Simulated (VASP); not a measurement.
# ZnAu: the relaxed cell at several levels of theory, part 3 of 3

Which functional gives which lattice for ZnAu? The starting structure is a measured crystal structure from the Crystallography Open Database. The first relaxation on each setting starts from this cell expanded by 3 % in volume.

VASP 6.6.1.

Results so far: PBEsol 15.32 Å³ an atom; LDA 14.89 Å³ an atom; PBE 16.19 Å³ an atom; PBEsol + D3(BJ) 14.75 Å³ an atom; r2SCAN 15.64 Å³ an atom; r2SCAN + rVV10 15.46 Å³ an atom; vdW-DF-cx 15.48 Å³ an atom.

**9. Relaxation with PBE + D3(BJ)**

Level of this step: PBE with D3(BJ); plane waves and PAW (Au, Zn) (VASP).

This run starts from the cell of an earlier relaxation, which isn't shown; the restart sets up the plane waves anew.

File INCAR:

```
SYSTEM = ZnAu
PREC = Accurate
ENCUT = 450
EDIFF = 1E-06
NELM = 100
ISMEAR = 1
SIGMA = 0.15
LREAL = .FALSE.
ALGO = Normal
GGA = PE
IVDW = 12
NBANDS = 17
LORBIT = 11
LWAVE = .FALSE.
LCHARG = .FALSE.
KPAR = 4
IBRION = 2
NSW = 50
ISIF = 3
EDIFFG = -0.006
```

File POSCAR:

```
ZnAu
1.0
    3.1402815662      0.0000000000      0.0000000000
    0.0000000000      3.1402815662      0.0000000000
    0.0000000000      0.0000000000      3.1402815662
Au Zn
1 1
Direct
    0.0000000000      0.0000000000      0.0000000000
    0.5000000000      0.5000000000      0.5000000000
```

File KPOINTS:

```
Automatic mesh
0
Gamma
14 14 14
0 0 0
```

PAW data sets: Au and Zn (PBE family, release 64).

The run is started by

```console
$ mpirun -np 4 vasp_std
```

Output:

```text
[... set-up lines as in an earlier step ...]
 entering main loop
       N       E                     dE             d eps       ncg     rms          rms(c)
DAV:   1     0.115795383134E+03    0.11580E+03   -0.10667E+04  4208   0.158E+03
DAV:   2    -0.112408324212E+01   -0.11692E+03   -0.11190E+03  4151   0.296E+02
DAV:   3    -0.514977783701E+01   -0.40257E+01   -0.40051E+01  4686   0.625E+01
DAV:   4    -0.517908905315E+01   -0.29311E-01   -0.29304E-01  4591   0.468E+00
[...]
DAV:   9    -0.471947492491E+01   -0.42292E-06   -0.28845E-04  5075   0.292E-01    0.751E-02
DAV:  10    -0.471948556942E+01   -0.10645E-04   -0.40416E-05  4568   0.709E-02    0.190E-02
DAV:  11    -0.471948651615E+01   -0.94673E-06   -0.30085E-06  4261   0.284E-02
   1 F= -.58192830E+01 E0= -.58188300E+01  d E =-.581928E+01
[...]
N       E                     dE             d eps       ncg     rms          rms(c)
DAV:   1    -0.471840695048E+01    0.10786E-02   -0.95576E-03  4304   0.171E+00    0.179E-01
[...]
DAV:   4    -0.471767972403E+01    0.10850E-04   -0.56459E-06  5178   0.774E-02    0.151E-02
DAV:   5    -0.471767817141E+01    0.15526E-05   -0.26340E-06  3861   0.179E-02    0.144E-03
DAV:   6    -0.471767809479E+01    0.76613E-07   -0.21900E-07  2091   0.655E-03
   2 F= -.58192685E+01 E0= -.58188126E+01  d E =0.145252E-04
 trial-energy change:    0.000015  1 .order    0.000005   -0.000034    0.000045
 step:   0.2887(harm=  0.4324)  dis= 0.00000  next Energy=    -5.819288 (dE=-0.470E-05)
[...]
N       E                     dE             d eps       ncg     rms          rms(c)
DAV:   1    -0.471934385085E+01   -0.16657E-02   -0.48774E-03  4298   0.123E+00    0.128E-01
DAV:   2    -0.471900221051E+01    0.34164E-03   -0.97005E-04  4620   0.693E-01    0.451E-02
DAV:   3    -0.471898013769E+01    0.22073E-04   -0.38191E-05  4141   0.616E-02    0.296E-02
DAV:   4    -0.471897294289E+01    0.71948E-05   -0.26052E-06  3923   0.545E-02    0.106E-02
DAV:   5    -0.471897116231E+01    0.17806E-05   -0.17474E-06  2878   0.139E-02    0.114E-03
DAV:   6    -0.471897122876E+01   -0.66450E-07   -0.19002E-07  2066   0.615E-03
   3 F= -.58192853E+01 E0= -.58188314E+01  d E =-.225120E-05
[...]
reached required accuracy - stopping structural energy minimisation
```

Wall time 21 s (4 MPI ranks of AMD EPYC 7R43, shared host); peak memory 0.64 GiB; 81 s of CPU time.

OUTCAR, selected parts (step 9):

```text
 Edisp (eV)   -1.10159

 Edisp (eV)   -1.10031

  Total       0.00479     0.00479     0.00479    -0.00000     0.00000    -0.00000
  in kB       0.24795     0.24795     0.24795    -0.00000     0.00000    -0.00000
  external pressure =        0.25 kB  Pullay stress =        0.00 kB

 POSITION                                       TOTAL-FORCE (eV/Angst)
 -----------------------------------------------------------------------------------
      0.00000      0.00000      0.00000        -0.000000     -0.000000      0.000000
      1.56990      1.56990      1.56990         0.000000      0.000000      0.000000
 -----------------------------------------------------------------------------------
    total drift:                                0.000000      0.000000     -0.000000

  FREE ENERGIE OF THE ION-ELECTRON SYSTEM (eV)
  ---------------------------------------------------
  free  energy   TOTEN  =        -5.8192852832 eV

  energy  without entropy=       -5.8179236328  energy(sigma->0) =       -5.81883140

[... 2 parts as in an earlier step ...]

[... 2 further parts left out ...]
[key lines of the parts left out:]
E-fermi :   7.1830
```

With PBE + D3(BJ) the relaxed cell holds 15.477 Å³ an atom, -0.68 % against the measured cell, with a = 3.140 Å. That is +1.03 % from PBEsol. Pressures at 0.985 and 1.015 times this volume, from two more relaxations that aren't shown, give a bulk modulus of 138.8 GPa.

**10. Comparison**

```
          level  volume (Å³/atom)  against the measured cell (%)   a (Å)  bulk modulus (GPa)  pressure left (GPa)  core minutes
         PBEsol            15.318                           -1.7  3.1291               142.6                 0.02           4.2
            LDA            14.889                          -4.45  3.0996               158.2                -0.04          2.59
            PBE             16.19                            3.9  3.1874               116.8                -0.05          1.47
PBEsol + D3(BJ)            14.754                          -5.32  3.0902               163.2                -0.04          2.75
         r2SCAN            15.638                           0.35  3.1507               136.2                -0.01          10.1
 r2SCAN + rVV10             15.46                          -0.79  3.1387               143.8                -0.05          17.5
      vdW-DF-cx            15.477                          -0.68  3.1399               138.0                 0.02          7.33
   PBE + D3(BJ)            15.477                          -0.68  3.1398               138.8                 0.02          3.07
```

Core minutes are wall time times ranks, summed over the relaxations behind a row (those for a bulk modulus apart), on shared hosts.

**11. Results**

| Property | Result |
| --- | --- |
| volume, PBEsol | 15.32 Å³/atom |
| volume, LDA | 14.89 Å³/atom |
| volume, PBE | 16.19 Å³/atom |
| volume, PBEsol + D3(BJ) | 14.75 Å³/atom |
| volume, r2SCAN | 15.64 Å³/atom |
| volume, r2SCAN + rVV10 | 15.46 Å³/atom |
| volume, vdW-DF-cx | 15.48 Å³/atom |
| volume, PBE + D3(BJ) | 15.48 Å³/atom |

In words: Across 8 levels the volume of ZnAu spans 9.7 %, from 14.75 Å³ an atom (PBEsol + D3(BJ)) to 16.19 Å³ (PBE). Against the measured volume of the starting structure, r2SCAN comes nearest (+0.4 %) and PBEsol + D3(BJ) lies farthest (-5.3 %). The measured cell holds zero-point expansion and, unless it was taken cold, thermal expansion, which the runs lack, so small differences decide nothing. Adding D3(BJ) to PBEsol changes the volume by -3.7 %. Adding rVV10 to r2SCAN changes the volume by -1.1 %. Adding D3(BJ) to PBE changes the volume by -4.4 %. The bulk modulus goes from 116.8 GPa (PBE) to 163.2 GPa (PBEsol + D3(BJ)). LASPH is on in some of these runs and off in others, which adds a little to the differences. Spin-orbit coupling is left out of all runs, which can matter with elements this heavy. All runs keep the symmetry of the start, so they can't find a distortion of lower symmetry. Further runs on this material are not shown.

[Lines on the potential files, build, host, timing and source positions are cut from VASP's logs without a mark.]

[Logs are printed without paths, hosts, clocks, repeated set-up lines and the standing remarks that a program may print on its own settings, such as how far it seeks lower states.]

[Hosts, paths, dates, database ids (printed as entryN), source tags and the programs' standing remarks are cut or masked in the printed files.]
